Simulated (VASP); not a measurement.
Input for VASP

### INCAR
```
ISIF  =  2   ! forces and stress, cell fixed
SIGMA  =  0.1   ! width (eV)
PREC  =  Accurate
LREAL  =  .FALSE.   ! projection in real space or not
ALGO  =  Normal
ISMEAR  =  -1
NELM  =  100   ! most electronic steps
ENCUT  =  300
LCHARG  =  .FALSE.
GGA  =  PE   ! PBE
LWAVE  =  .FALSE.
SYSTEM  =  Cl2
LASPH  =  .TRUE.   ! aspherical one-centre terms
EDIFF  =  1E-6   ! SCF stop (eV)
```

**KPOINTS**
```
Automatic mesh
0
Gamma
6 6 9
0 0 0
```

**POSCAR**
```
Cl2
1
    4.9338110000     0.0000000000     0.0000000000
   -2.4669050000     4.2728050000     0.0000000000
    0.0000000000     0.0000000000     3.0008240000
Cl
3
Direct
  0.0000000000   0.0000000000   0.0000000000
  0.3333330000   0.6666670000   0.5000000000
  0.6666670000   0.3333330000   0.5000000000
```

POTCAR, in this order: Cl (PBE.64 set). Program: vasp_std.

Translate this PBE calculation to Ansatz.

One equivalent input (not run):
Ansatz 0.2 input:
```yaml
crystal:
  lattice:
    - [4.9338110, 0.0000000, 0.0000000]
    - [-2.4669050, 4.2728050, 0.0000000]
    - [0.0000000, 0.0000000, 3.0008240]
  atoms:
    - { symbol: Cl, position: [0.0000000, 0.0000000, 0.0000000] }
    - { symbol: Cl, position: [0.3333330, 0.6666670, 0.5000000] }
    - { symbol: Cl, position: [0.6666670, 0.3333330, 0.5000000] }
kpoints:
  mp_grid: { grid: [6, 6, 9] }
hamiltonian:
  xc: pbe
  pseudopotentials: { kind: paw }
scf:
  occupations: { method: fermi_dirac, width: 0.1 }
  max_iter: 100
output: { forces: true, stress: true, eigenvalues: true }
```
Limits of the translation: each code has its own PAW files, so the cut-off isn't converted (ENCUT is set for VASP's; basis.ecutwfc is left out, and Ansatz then takes the one that its files recommend); Ansatz stops its SCF on the density residual and VASP on the energy change (EDIFF).

The structure was generated: Cl2 was put into an ordered model structure, which need not be its known phase. The cell was not relaxed at this level.
